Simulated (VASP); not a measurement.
Input for VASP

**INCAR**
```
! general
SYSTEM  = PbSe
PREC    = Accurate
ENCUT   = 400
LREAL   = .FALSE.   ! projection in real space or not
LASPH   = .TRUE.

! electronic loop
EDIFF   = 1E-6
NELM    = 100
ALGO    = Normal   ! blocked Davidson
LMAXMIX = 4   ! l cut-off of mixed one-centre charges

! smearing
ISMEAR  = 0
SIGMA   = 0.05   ! width (eV)

! functional
GGA     = PE

! ions
ISIF    = 2   ! forces and stress, cell fixed

! output
LWAVE   = .FALSE.
LCHARG  = .FALSE.
```

**KPOINTS**
```
kpoints
0
gamma
  7 7 7
```

**POSCAR**
```
PbSe
3.1337470
  0.0000000000   0.9748084322   0.9870225644
  1.0000000000   0.0000000000   0.9870225644
  1.0000000000   0.9748084322   0.0000000000
Pb Se
1 1
Cart
  0.0000000000   0.0000000000   0.0000000000
  1.0128280000   0.9748084322   0.9870225644
```

POTCAR, in this order: Pb_d Se (PBE.64 set). Program: vasp_std.

Problem. Translate this PBE calculation to Quantum ESPRESSO's pw.x.

Solution. One equivalent input (not run):
```
&CONTROL
  calculation = 'scf'
  pseudo_dir = './pseudo'
  outdir = './out'
  tprnfor = .true.
  tstress = .true.
/
&SYSTEM
  ibrav = 0
  nat = 2
  ntyp = 2
  ecutwfc = 86
  occupations = 'smearing'
  smearing = 'gaussian'
  degauss = 0.003675
  input_dft = 'pbe'
/
&ELECTRONS
  conv_thr = 7.3e-08
  electron_maxstep = 100
/
ATOMIC_SPECIES
  Pb 207.200 Pb.upf
  Se 78.971 Se.upf
CELL_PARAMETERS angstrom
     0.0000000    3.0548030    3.0930790
     3.1337470    0.0000000    3.0930790
     3.1337470    3.0548030    0.0000000
ATOMIC_POSITIONS crystal
  Pb   0.0000000  0.0000000  0.0000000
  Se   0.4935860  0.5064140  0.5064140
K_POINTS automatic
  7 7 7 0 0 0
```
The two are equivalent in intent, not identical: the potentials are each code's own (VASP's PAW set, PseudoDojo norm-conserving files in pw.x), so ENCUT and ecutwfc are chosen apart and not converted; conv_thr bounds pw.x's estimated SCF error, while EDIFF bounds the energy change between steps.

The compound is PbSe in the rock salt structure. The cell was not relaxed at this level, atoms are displaced from their ideal sites.
